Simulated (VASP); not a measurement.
Calculation: PBE GGA, VASP's PBE PAW potentials (set 64) (plane waves; VASP).

The input files of a VASP run:

### KPOINTS
```
K-points
0
gamma
13 13 8
0 0 0
```

POSCAR:
```
Lu
1
    1.7566728299    -3.0426466815     0.0000000000
    1.7566728299     3.0426466815     0.0000000000
    0.0000000000     0.0000000000     5.4844237559
Lu
2
Direct
  0.3333330000   0.6666670000   0.2500000000
  0.6666670000   0.3333330000   0.7500000000
```

**INCAR**
```
SYSTEM = Lu
PREC = Accurate
ENCUT = 400
EDIFF = 1E-7
NELM = 100
ALGO = Normal
LREAL = .FALSE.
LASPH = .TRUE.
ISMEAR = -5
GGA = PE
LMAXMIX = 6
LWAVE = .FALSE.
LCHARG = .TRUE.
LORBIT = 11
NEDOS = 601
ISIF = 2
```

POTCAR, in this order: Lu_3 (PBE.64 set). Program: vasp_std.

What VASP printed:

### OSZICAR
```
       N       E                     dE             d eps       ncg     rms          rms(c)
DAV:   1     0.386607939481E+02    0.38661E+02   -0.79438E+03  5029   0.134E+03
DAV:   2    -0.674706143254E+01   -0.45408E+02   -0.44349E+02  4644   0.665E+02
DAV:   3    -0.880278491249E+01   -0.20557E+01   -0.19503E+01  4745   0.577E+01
DAV:   4    -0.890836479674E+01   -0.10558E+00   -0.10290E+00  4958   0.954E+00
DAV:   5    -0.891148639480E+01   -0.31216E-02   -0.31338E-02  4553   0.192E+00    0.253E+01
DAV:   6    -0.889965765267E+01    0.11829E-01   -0.35020E-02  4589   0.426E+00    0.150E+01
DAV:   7    -0.890693603467E+01   -0.72784E-02   -0.64403E-02  4415   0.560E+00    0.388E-01
DAV:   8    -0.890683233312E+01    0.10370E-03   -0.44635E-03  4522   0.916E-01    0.129E-01
DAV:   9    -0.890683556260E+01   -0.32295E-05   -0.20544E-04  4735   0.232E-01    0.306E-02
DAV:  10    -0.890683131946E+01    0.42431E-05   -0.21285E-05  4698   0.725E-02    0.328E-02
DAV:  11    -0.890683185207E+01   -0.53262E-06   -0.13946E-06  4619   0.170E-02    0.220E-03
DAV:  12    -0.890683207942E+01   -0.22735E-06   -0.58531E-08  2640   0.587E-03    0.141E-03
DAV:  13    -0.890683207107E+01    0.83539E-08   -0.20424E-08  2395   0.865E-03
   1 F= -.89068321E+01 E0= -.89068321E+01  d E =0.000000E+00
```

OUTCAR:
```
------------------------ aborting loop because EDIFF is reached ----------------------------------------
  FORCE on cell =-STRESS in cart. coord.  units (eV):
  Direction    XX          YY          ZZ          XY          YZ          ZX
  --------------------------------------------------------------------------------------
  Total        0.0852105      0.0852106     -0.0140274      0.0000000     -0.0000000     -0.0000000
  in kB        2.3286302      2.3286303     -0.3833392      0.0000000     -0.0000000     -0.0000000
  external PRESSURE =       1.4246404 kB  Pullay stress =       0.0000000 kB
  volume of cell :       58.63
      direct lattice vectors                 reciprocal lattice vectors
     1.756672830 -3.042646681  0.000000000     0.284628982 -0.164330615  0.000000000
     1.756672830  3.042646681  0.000000000     0.284628982  0.164330615  0.000000000
     0.000000000  0.000000000  5.484423756     0.000000000  0.000000000  0.182334561
 POSITION                                       TOTAL-FORCE (eV/Angst)
 -----------------------------------------------------------------------------------
      1.75667      1.01422      1.37111        -0.000000     -0.000000      0.000000
      1.75667     -1.01422      4.11332         0.000000      0.000000      0.000000
 -----------------------------------------------------------------------------------
    total drift:                               -0.000001      0.000070     -0.000012
  FREE ENERGIE OF THE ION-ELECTRON SYSTEM (eV)
  ---------------------------------------------------
  free  energy   TOTEN  =        -8.9068320711 eV

  energy  without entropy=       -8.9068320711  energy(sigma->0) =       -8.90683207

 total charge

# of ion       s       p       d       tot
------------------------------------------
    1        0.499   6.424   0.909   7.832
    2        0.499   6.424   0.909   7.832
--------------------------------------------------
tot          0.998  12.848   1.818  15.663
```
(Selected blocks of OUTCAR.)

For a metal the tetrahedron method with Blöchl corrections gives inexact stress and forces.

The compound is Lu in the hcp structure. It was relaxed first.
